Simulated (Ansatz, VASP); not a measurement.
## Ta (Tantalum) in two plane-wave programs

Wanted: the spread between two codes on one cell, functional and k mesh. The cell is taken from a series of VASP runs on this material, whose earlier steps may have relaxed, scaled or displaced it; both programs get it as it stands.

Method: plane waves, with VASP 6.6.1 beside it; relaxation of cell and atoms at PBEsol, spin-orbit coupling, in Ansatz 0.2.0.

## (1) The structure

Symmetry: Im-3m, No. 229, cubic system. Conventional cell: a = 3.306 Å, b = 3.306 Å, c = 3.306 Å, α = 90.00°, β = 90.00°, γ = 90.00°. Nearest to Ta lie 8 Ta at 2.86 Å.

## (2) VASP: relaxation of cell and atoms, PBEsol, spin-orbit coupling

The relaxed volume is the usual yardstick between codes: its relative difference is about their pressure difference at one cell divided by the bulk modulus.

Lines of VASP's logs that name or quote its potential files are left out, and so is its time.

INCAR reads:

```
SYSTEM = Ta
PREC = Accurate
ENCUT = 450
EDIFF = 1E-06
NELM = 100
ISMEAR = 1
SIGMA = 0.1
LREAL = .FALSE.
ALGO = Normal
GGA = PS
LNONCOLLINEAR = .TRUE.
MAGMOM = 0 0 0
NBANDS = 22
GGA_COMPAT = .FALSE.
LASPH = .TRUE.
LSORBIT = .TRUE.
LMAXMIX = 4
LORBIT = 11
LWAVE = .FALSE.
LCHARG = .FALSE.
KPAR = 2
IBRION = 2
NSW = 50
ISIF = 3
EDIFFG = -0.01
```

POSCAR reads:

```
Ta
1.0
   -1.6529000000      1.6529000000      1.6529000000
    1.6529000000     -1.6529000000      1.6529000000
    1.6529000000      1.6529000000     -1.6529000000
Ta
1
Direct
    0.0000000000      0.0000000000      0.0000000000
```

KPOINTS reads:

```
Automatic mesh
0
Gamma
10 10 10
0 0 0
```

PAW data sets: Ta_pv (PBE family, release 64).

Run with:

```
mpirun -np 2 vasp_ncl
```

Numbers of over 12 decimals in the logs are rounded to 6 here.

The log of the run:

```text
[banner, memory and clock lines left out]
running    2 mpi-ranks, on    1 nodes
 distrk:  each k-point on    1 cores,    2 groups
 distr:  one band on    1 cores,    1 groups

 POSCAR found type information on POSCAR Ta
 POSCAR found :  1 types and       1 ions
|                                                                             |
|               ----> ADVICE to this user running VASP <----                  |
|                                                                             |
|     You enforced a specific xc type in the INCAR file but a different       |
|     [... a line on the potential file left out ...]
|     I HOPE YOU KNOW WHAT YOU ARE DOING!                                     |
|                                                                             |

 LDA part: xc-table for (Slater+PW92), standard interpolation
 POSCAR, INCAR and KPOINTS ok, starting setup
 FFT: planning ... GRIDC
 FFT: planning ... GRID_SOFT
 FFT: planning ... GRID
 WAVECAR not read
 entering main loop
       N       E                     dE             d eps       ncg     rms          rms(c)
DAV:   1     0.855117312945E+02    0.85512E+02   -0.54864E+03  2068   0.929E+02
DAV:   2    -0.113278163805E+02   -0.96840E+02   -0.93975E+02  2434   0.305E+02
DAV:   3    -0.137869783006E+02   -0.24592E+01   -0.24313E+01  2522   0.465E+01
DAV:   4    -0.137995335038E+02   -0.12555E-01   -0.12553E-01  2342   0.352E+00
DAV:   5    -0.137996215851E+02   -0.88081E-04   -0.88079E-04  2446   0.278E-01    0.137E+01
DAV:   6    -0.133836522345E+02    0.41597E+00   -0.33664E-01  2386   0.665E+00    0.658E+00
DAV:   7    -0.132558853233E+02    0.12777E+00   -0.31124E-01  2362   0.576E+00    0.116E+00
DAV:   8    -0.132553194434E+02    0.56588E-03   -0.64669E-03  2424   0.548E-01    0.277E-01
DAV:   9    -0.132542240651E+02    0.10954E-02   -0.17400E-03  2440   0.512E-01    0.853E-02
DAV:  10    -0.132541902201E+02    0.33845E-04   -0.97805E-05  2308   0.113E-01    0.218E-02
DAV:  11    -0.132541882487E+02    0.19714E-05   -0.51542E-06  2520   0.262E-02    0.745E-03
DAV:  12    -0.132541882795E+02   -0.30863E-07   -0.58212E-08  1364   0.265E-03
   1 F= -.13254188E+02 E0= -.13254214E+02  d E =-.132542E+02  mag=    -0.0000     0.0000    -0.0000
 curvature:   0.00 expect dE= 0.000E+00 dE for cont linesearch  0.000E+00
 trial: gam= 0.00000 g(F)=  0.232E-62 g(S)=  0.146E-01 ort = 0.000E+00 (trialstep = 0.100E+01)
 search vector abs. value=  0.146E-01
 bond charge predicted
       N       E                     dE             d eps       ncg     rms          rms(c)
DAV:   1    -0.133759176260E+02   -0.12173E+00   -0.37008E+00  2164   0.250E+01    0.331E+00
DAV:   2    -0.132685731474E+02    0.10734E+00   -0.13239E-01  2188   0.420E+00    0.118E+00
DAV:   3    -0.132432518072E+02    0.25321E-01   -0.66788E-02  2320   0.298E+00    0.457E-01
DAV:   4    -0.132437636491E+02   -0.51184E-03   -0.19147E-03  2436   0.371E-01    0.162E-01
DAV:   5    -0.132437407492E+02    0.22900E-04   -0.90482E-05  2392   0.112E-01    0.459E-02
DAV:   6    -0.132437360965E+02    0.46527E-05   -0.50838E-05  2386   0.787E-02    0.264E-02
DAV:   7    -0.132437377232E+02   -0.16266E-05   -0.56175E-06  2316   0.262E-02    0.760E-04
DAV:   8    -0.132437376362E+02    0.86989E-07   -0.39489E-08  1262   0.231E-03
   2 F= -.13243738E+02 E0= -.13243774E+02  d E =0.104506E-01  mag=     0.0000    -0.0000     0.0000
 trial-energy change:    0.010451  1 .order    0.010899   -0.014611    0.036408
 step:   0.2974(harm=  0.2864)  dis= 0.00000  next Energy=   -13.256373 (dE=-0.218E-02)
 bond charge predicted
       N       E                     dE             d eps       ncg     rms          rms(c)
DAV:   1    -0.133228748394E+02   -0.79137E-01   -0.19211E+00  2164   0.183E+01    0.230E+00
DAV:   2    -0.132682271932E+02    0.54648E-01   -0.66745E-02  2224   0.294E+00    0.815E-01
DAV:   3    -0.132562466860E+02    0.11981E-01   -0.33443E-02  2260   0.203E+00    0.295E-01
DAV:   4    -0.132564448015E+02   -0.19812E-03   -0.52853E-04  2446   0.229E-01    0.125E-01
DAV:   5    -0.132564339058E+02    0.10896E-04   -0.44119E-05  2396   0.781E-02    0.392E-02
DAV:   6    -0.132564272682E+02    0.66376E-05   -0.22785E-05  2350   0.495E-02    0.170E-02
DAV:   7    -0.132564258101E+02    0.14581E-05   -0.90460E-07  2158   0.981E-03    0.176E-03
DAV:   8    -0.132564258282E+02   -0.18131E-07   -0.19879E-08  1202   0.138E-03
   3 F= -.13256426E+02 E0= -.13256438E+02  d E =-.223755E-02  mag=     0.0000    -0.0000     0.0000
 curvature:  -0.14 expect dE=-0.188E-06 dE for cont linesearch -0.188E-06
 trial: gam=-0.00939 g(F)=  0.276E-62 g(S)=  0.131E-05 ort = 0.139E-03 (trialstep = 0.859E+00)
 search vector abs. value=  0.218E-09
 reached required accuracy - stopping structural energy minimisation
```

Parts of OUTCAR (step 2):

```text
ion  position               nearest neighbor table
   1  0.000  0.000  0.000-

  LATTYP: Found a body centered cubic cell.
 ALAT       =     3.3058000000

 Subroutine GETGRP returns: Found 48 space group operations
 (whereof 48 operations were pure point group operations)

The static configuration has the point symmetry O_h .

 Found     47 irreducible k-points:

   k-points           NKPTS =     47   k-points in BZ     NKDIM =     47   number of bands    NBANDS=     22

   dimension x,y,z NGX =    20 NGY =   20 NGZ =   20
   dimension x,y,z NGXF=    40 NGYF=   40 NGZF=   40

   ENCUT  =  450.0 eV  33.07 Ry    5.75 a.u.   4.95  4.95  4.95*2*pi/ulx,y,z

   NELECT =      11.0000    total number of electrons

 k-points in reciprocal lattice and weights: Automatic mesh
   0.00000000  0.00000000  0.00000000       0.001
   0.10000000  0.00000000  0.00000000       0.012
   0.20000000  0.00000000  0.00000000       0.012
   0.30000000  0.00000000  0.00000000       0.012
   0.40000000  0.00000000  0.00000000       0.012
   0.50000000  0.00000000  0.00000000       0.006
   0.10000000  0.10000000  0.00000000       0.024
   0.20000000  0.10000000  0.00000000       0.048
   0.30000000  0.10000000  0.00000000       0.048
[...]
0.50000000  0.50000000  0.40000000       0.012
   0.50000000  0.50000000  0.50000000       0.001

 average (electrostatic) potential at core
       1 -36.1849

 E-fermi :   5.4255

 k-point     1 :       0.0000    0.0000    0.0000
  band No.  band energies     occupation
    ...
      4     -25.0348      1.00000
      5     -25.0348      1.00000
      6     -25.0348      1.00000
      7      -2.5603      1.00000
      8      -2.5603      1.00000
      9       5.9419     -0.00000
     10       5.9419     -0.00000
     11       5.9419     -0.00000
     12       5.9419     -0.00000
     13       6.3598     -0.00000
    ...

 k-point     2 :       0.1000    0.0000    0.0000
  band No.  band energies     occupation
    ...
      4     -25.1525      1.00000
      5     -25.0575      1.00000
      6     -25.0575      1.00000
      7      -2.1084      1.00000
      8      -2.1084      1.00000
      9       5.7424     -0.00004
     10       5.7424     -0.00004
     11       5.9532     -0.00000
     12       5.9532     -0.00000
     13       6.6071     -0.00000
    ...

 k-point     3 :       0.2000    0.0000    0.0000
  band No.  band energies     occupation
    ...
      6     -25.1154      1.00000
      7      -0.9248      1.00000
      8      -0.9248      1.00000
      9       5.1328      1.00014
     10       5.1328      1.00014
     11       5.5084      0.00289
     12       5.5084      0.00289
     13       7.8336      0.00000
     14       7.8336      0.00000
     15       8.7187      0.00000
    ...

  Total       -0.0030126     -0.0030126     -0.0030126     -0.0000000      0.0000000     -0.0000000
  in kB       -0.2708994     -0.2708994     -0.2708994     -0.0000000      0.0000000     -0.0000000
  external PRESSURE =      -0.2708994 kB  Pullay stress =       0.0000000 kB

  energy-cutoff  :      450.00
  volume of cell :       17.82
      direct lattice vectors                 reciprocal lattice vectors
    -1.645365308  1.645365308  1.645365308     0.000000000  0.303883884  0.303883884
     1.645365308 -1.645365308  1.645365308     0.303883884  0.000000000  0.303883884
     1.645365308  1.645365308 -1.645365308     0.303883884  0.303883884  0.000000000

 POSITION                                       TOTAL-FORCE (eV/Angst)
 -----------------------------------------------------------------------------------
      0.00000     -0.00000      0.00000         0.000000     -0.000000      0.000000
 -----------------------------------------------------------------------------------
    total drift:                                0.000000      0.000000      0.000000

  FREE ENERGIE OF THE ION-ELECTRON SYSTEM (eV)
  ---------------------------------------------------
  free  energy   TOTEN  =       -13.2564258282 eV

  energy  without entropy=      -13.2564626068  energy(sigma->0) =      -13.25643809

 reached required accuracy - stopping structural energy minimisation

 Spin-Orbit-Coupling matrix elements
 Ion:    1  E_soc:     -1.4096881

 total charge
# of ion       s       p       d       tot
------------------------------------------
    1        0.373   6.181   2.401   8.956

 magnetization (x)
# of ion       s       p       d       tot
------------------------------------------
    1       -0.000  -0.000   0.000  -0.000

 magnetization (y)
# of ion       s       p       d       tot
------------------------------------------
    1       -0.000  -0.000   0.000  -0.000

 magnetization (z)
# of ion       s       p       d       tot
------------------------------------------
    1        0.000  -0.000   0.000   0.000

[... 3 further parts left out ...]
```

## (3) Ansatz: relaxation of cell and atoms, PBEsol, spin-orbit coupling

Ansatz runs on its fully relativistic PAW (standard-fr) files.

The same cell, functional, mesh and smearing now go to Ansatz, which takes its cutoff from its data sets.

input.yaml reads:

```yaml
crystal:
  lattice:
    - [-1.6529, 1.6529, 1.6529]
    - [1.6529, -1.6529, 1.6529]
    - [1.6529, 1.6529, -1.6529]
  atoms:
    - { symbol: Ta, position: [0.0, 0.0, 0.0] }
hamiltonian:
  xc: pbesol
  pseudopotentials: { kind: paw_fr }
magnetization:
  noncollinear: true
  spin_orbit: true
kpoints:
  mp_grid: { grid: [10, 10, 10] }
scf:
  occupations: { method: methfessel_paxton, width: 0.1 }
relax:
  f_tol: 0.01
  max_steps: 60
  cell: { stress_tol: 0.05 }
output:
  forces: true
  stress: true
```

Run with:

```
ansatz run input.yaml --threads 4 --pin off --max-ram 9216MiB --backend cpu --events-out ev --progress --plain --runs-dir out
```

The log of the run:

```text
Engine: ansatz 0.2.0, aarch64-unknown-linux-gnu
Pseudopotentials: kind: paw_fr
Pseudopotential: Ta, paw_fr, valence charge 13, recommended cutoff 420 eV (normal), Ta.paw.azcp#standard-fr
Functional definition: PBEsol
  exchange = pbesol_x
  correlation = pbesol_c
non-collinear run that drives no moment, with spin-orbit: no starting moment large enough to seed its density (crystal.atoms[].spin), no starting occupations that ask for one, no magnetisation constraint and no magnetic field, so the semilocal B_xc is pinned to zero
Crystal: 1 atoms, lattice volume = 18.063 Å³
Basis set: ecut = 420 eV, 369 PW (Γ), exchange–correlation on 40×40×40 points (8 copies of the dense FFT grid, shifted against one another)
Bands: 22, of which v1, the nominal top of the filled ones, is band 13 counted from 1 (12 counted from 0)
Symmetry: 48 space group operations + 48 with time reversal
Magnetic group: BNS 229.141 (UNI 1643), of the structure as read, at distance tolerance 2.6e-5 Å
k-points: 47 of 1000
Projection manifold: j_resolved (fully-relativistic pseudo-atomic orbitals)
Non-local potential: Ta, projectors of the file, l = 0: 3, l = 1: 4, l = 2: 4, l = 3: 2
PAW form: soft (Blöchl's): semilocal exchange-correlation on the pseudo side does not see the compensation charge
PAW frozen core: Ta, regenerated for the run's functional, and the local potential with it (the file was generated under x = pbe(κ = 0.804, μ = 0.219515), c = pbe(β = 0.066725))
PAW one-centre angular grid: Ta, 590 points (default); XC on 64 Gauss nodes
Initial density: superposition of atomic densities (chi_scale 0.1, normalization cell)
Initial wavefunctions: pseudopotential atomic-orbital guess
Functional: x = pbesol(κ = 0.804, μ = 0.123457), c = pbesol(β = 0.046)
SCF iter   1: F=—  HF=-9828.720776 eV  |F-HF|=—  |Δ(HF+E_count)|=         —  Δρ=4.29e-2  dr2=3.20e-1  dr2_m=0.00e0 (ungated)  ethr=3.10e-3  |M|=0.00e0 ∫|m|=0.00e0 μB  |m|>n=0.0e0 m-floor=0.0e0 τ_xc=0.0e0  β_m=0.30  ⟨swp⟩=6.1  Hψ=2655  notcnv=0  defer=2
preconditioner: auto → none  [insulator: Δε(μ)=0.237 eV  Ē_g=8.491 eV  σ=0.100 eV  W_gap=0.64  n_scr=0 (ndim 8)  ℏωp=19.5 eV  f_vac=0.000  D(μ)=0.81/eV (n_scr^D=12)  ε∞_Penn≈6.3]
SCF iter   2: F=—  HF=-9828.630266 eV  |F-HF|=—  |Δ(HF+E_count)|=   9.05e-2  S|Δr|=    0.00e0  Δρ=2.62e-2  dr2=9.86e-2  dr2_m=0.00e0 (ungated)  ethr=2.46e-3  |M|=0.00e0 ∫|m|=0.00e0 μB  |m|>n=0.0e0 m-floor=0.0e0 τ_xc=0.0e0  β_m=0.50  ⟨swp⟩=2.0  Hψ=849  notcnv=0  defer=126
SCF iter   3: F=—  HF=-9828.603883 eV  |F-HF|=—  |Δ(HF+E_count)|=   2.64e-2  S|Δr|=    0.00e0  Δρ=5.12e-3  dr2=1.69e-3  dr2_m=0.00e0 (ungated)  ethr=7.58e-4  |M|=0.00e0 ∫|m|=0.00e0 μB  |m|>n=0.0e0 m-floor=0.0e0 τ_xc=0.0e0  β_m=0.67  ⟨swp⟩=3.0  Hψ=851  notcnv=0  defer=136
SCF iter   4: F=—  HF=-9828.604683 eV  |F-HF|=—  |Δ(HF+E_count)|=   8.00e-4  S|Δr|=    0.00e0  Δρ=2.55e-4  dr2=3.83e-6  dr2_m=0.00e0 (ungated)  ethr=1.30e-5  |M|=0.00e0 ∫|m|=0.00e0 μB  |m|>n=0.0e0 m-floor=0.0e0 τ_xc=0.0e0  β_m=0.68  ⟨swp⟩=2.0  Hψ=643  notcnv=0  defer=136
SCF iter   5: F=—  HF=-9828.604687 eV  |F-HF|=—  |Δ(HF+E_count)|=   4.19e-6  S|Δr|=    0.00e0  Δρ=4.71e-5  dr2=6.80e-8  dr2_m=0.00e0 (ungated)  ethr=7.69e-10  |M|=0.00e0 ∫|m|=0.00e0 μB  |m|>n=0.0e0 m-floor=0.0e0 τ_xc=0.0e0  β_m=0.84  ⟨swp⟩=4.6  Hψ=1679  notcnv=0
SCF iter   6: F=-9828.604687 eV  HF=-9828.604687 eV  |F-HF|=1.67e-9  |Δ(HF+E_count)|=   9.45e-9  S|Δr|=    0.00e0  Δρ=6.99e-6  dr2=3.56e-9  dr2_m=0.00e0 (ungated)  ethr=5.23e-10  |M|=0.00e0 ∫|m|=0.00e0 μB  |m|>n=0.0e0 m-floor=0.0e0 τ_xc=0.0e0  ⟨swp⟩=2.0  Hψ=1649  notcnv=0
SCF 1 converged in 6 iterations: F = -9828.604687 eV  dr2 = 3.56e-9
  greatest PAW one-centre occupation: 1.000 electrons in one spin orbital (limit 2), on the Ta atom at site 0 (counted from 0), in its partial waves of l = 0
relax step   1: F+E_penalty+E_count = -9828.60468717 eV  Δ(F+E_penalty+E_count) = +0.000e0 eV  max|allowed force component| = 0.000e0 eV/Å  Δτ_max = 0.0000 Å  P = -2.807 GPa  Ω = 18.063 Å³  (6 SCF iters, dr2 threshold 1.00e-7 eV, accepted)
[...]
relax step   2: F+E_penalty+E_count = -9828.58571042 eV  Δ(F+E_penalty+E_count) = +1.898e-2 eV  max|allowed force component| = 0.000e0 eV/Å  Δτ_max = 0.0000 Å  P = +9.640 GPa  Ω = 17.080 Å³  energy of the carried Pulay correction = +3.201e-4 eV  (5 SCF iters, dr2 threshold 1.00e-7 eV, rejected (line search))
[...]
relax step   3: F+E_penalty+E_count = -9828.60691660 eV  Δ(F+E_penalty+E_count) = -2.229e-3 eV  max|allowed force component| = 0.000e0 eV/Å  Δτ_max = 0.0000 Å  P = -0.153 GPa  Ω = 17.832 Å³  energy of the carried Pulay correction = +7.379e-5 eV  (6 SCF iters, accepted)
[...]
relax step   4: F+E_penalty+E_count = -9828.60692706 eV  Δ(F+E_penalty+E_count) = -1.047e-5 eV  max|allowed force component| = 0.000e0 eV/Å  Δτ_max = 0.0000 Å  P = +0.002 GPa  Ω = 17.819 Å³  energy of the carried Pulay correction = +7.803e-5 eV  (2 SCF iters, dr2 threshold 5.89e-8 eV, accepted)
[...]
relax step   5: F+E_penalty+E_count = -9828.60684125 eV  Δ(F+E_penalty+E_count) = +8.581e-5 eV  max|allowed force component| = 0.000e0 eV/Å  Δτ_max = 0.0000 Å  P = -0.003 GPa  Ω = 17.819 Å³  stress off target by 3.04e-3 GPa  SCF on the basis re-selected at this cell (its energy is not comparable with the rows above)  (4 SCF iters)
basis re-selected at this cell: Δ(F+E_penalty+E_count) = +8.581e-5 eV, ΔP = -0.005 GPa vs the last step (what re-selecting the basis moved, of the pressure what is left beyond the Pulay correction that the steps carried, after the strain that the cell walked since its last selection, with what the two solves' SCF thresholds leave and, on support functions, any second-order correction that the steps lacked; it is no measure of the basis error at this ecutwfc). This SCF's stress stands 3.04e-3 GPa from its target on what of the cell is left free (relax.cell.stress_tol is 5.00e-2 GPa) and its largest allowed force component is 0.00e0 eV/Å (relax.f_tol is 1.00e-2 eV/Å): [rest of the remark cut]
SCF converged after 4 iterations
Stability not checked: this state was not tested for a lower state beside it, because cold or Methfessel-Paxton smearing, or corrected tetrahedra, fill the levels in a way that the test cannot read (fill_not_monotonic; see scf.lower_state_search)
Magnetization: |M| = 0.0000 μB,  M = (+0.0000, +0.0000, +0.0000) μB
Absolute magnetization: 0.0000 μB (∫|m|)
  site 0: m = (+0.0000, +0.0000, +0.0000) μB, |m| = 0.0000 μB  (R = 1.18 Å)
Free energy (F): -9828.606841 eV
Harris-Foulkes:  -9828.606841 eV  (|F-HF|=7.28e-12)
Internal energy: -9828.607199 eV  (E = F + TS)
E sigma→0 (E₀):  -9828.606931 eV
Entropy (-TS):   0.000358 eV (0.358 meV/atom)
Fermi energy:    18.700726 eV
--- Per-component energies (eV) ---
  E_band       = -105.180715
  E_kinetic    = 366.141878
  E_local      = -543.463992  (includes V_loc(G=0)·N_el)
  E_nonlocal   = 14.169277
  E_hartree    = 188.201061
  E_xc         = -216.695301
  E_vxc        = -203.627098  (∫ρ·V_xc dr)
  E_paw        = -8291.577970  (= ΣΔE_a)
  E_vpaw       = -114.803053  (= ΣTr[D̂ρ^β])
  E_aug_tail   = 0.000142  (compensation charges beyond the density's cutoff)
  E_ewald      = -1345.600659
  E_core_change = 0.218366  (= ΣΔE_core)
  E_smearing   = 0.000358  (= −TS)
  E_closure    = -0.000000  (closes the sum)
  Σ components = -9828.606841   (vs F -9828.606841, Δ=0.00e0)
--- Forces (eV/Å), atoms counted from 1 ---
  atom   1  Ta    -0.00000000    -0.00000000    -0.00000000
  max |Σ_I F_I| component: 1.95e-31 eV/Å
--- Stress (GPa, compression-positive) ---
       -0.003039      -0.000000       0.000000
       -0.000000      -0.003039       0.000000
        0.000000       0.000000      -0.003039
  P = ⅓ Tr σ = -0.0030 GPa (-0.030 kbar)
--- Relaxed structure (4 steps of the walk, 3 accepted, 1 SCFs on fresh bases) ---
  F+E_penalty+E_count = -9828.60684125 eV   max|allowed force component| = 0.000e0 eV/Å   (the final SCF, on the basis selected at the relaxed cell)
  cell:  # Å, volume = 17.8187 Å³
    - [-1.645403, 1.645403, 1.645403]
    - [1.645403, -1.645403, 1.645403]
    - [1.645403, 1.645403, -1.645403]
  atoms:
    - { symbol: Ta, position: [0.0, 0.0, 0.0] }
```

Run time: 3 s. Hardware: 4 threads of Arm Neoverse V1, shared host; peak memory 0.36 GiB; 9.5 s of CPU time.

## (4) Comparison

Known differences besides the potentials themselves: spin-orbit coupling enters by fully relativistic files in Ansatz and inside the spheres in VASP; both relaxations stop at a tolerance, which leaves soft axes loose, and VASP keeps its plane-wave basis; the data sets hold 13 valence electrons in Ansatz (fully relativistic PAW (standard-fr) files) and 11 in VASP; the cutoff is 420 eV in Ansatz and 450 eV in VASP; Ansatz makes its cores anew for this functional, VASP keeps those of its PBE data sets; Ansatz adds a Pulay correction to the stress that steers its cell, VASP none. Total energies have different zeros and are not compared.

The two programs side by side:

| quantity | Ansatz | VASP | difference |
| --- | --- | --- | --- |
| volume (Å³) | 17.82 | 17.82 | +0.01 % |
| edge a after relaxation, in the typed setting (Å) | 2.850 | 2.850 | +0.00 % |

The walks stopped with 0.00 GPa left in Ansatz and -0.03 GPa in VASP; each walk ends within a tolerance, so the volume difference is uncertain by about these residues over the bulk modulus, most in soft cells.

## (5) Summary of results

```
difference in volume (relaxation of cell and atoms, PBEsol, spin-orbit coupling) : 0.0068 %
```

The difference in volume is 0.0068 % (relaxation of cell and atoms, PBEsol, spin-orbit coupling), within the 1.2 % picked in this series as the mark of a large difference, as far as the stopping tolerances let one tell. Such differences can come from data sets, numerical settings and the points named under the comparisons, not from the functional's error against experiment.

[Lines on the potential files, build, host, timing and source positions are cut from VASP's logs without a mark.]

[Logs are printed without paths, hosts, clocks, repeated set-up lines and the standing remarks that a program may print on its own settings, such as how far it seeks lower states.]

[Hosts, paths, dates, database ids (printed as entryN), source tags and the programs' standing remarks are cut or masked in the printed files.]
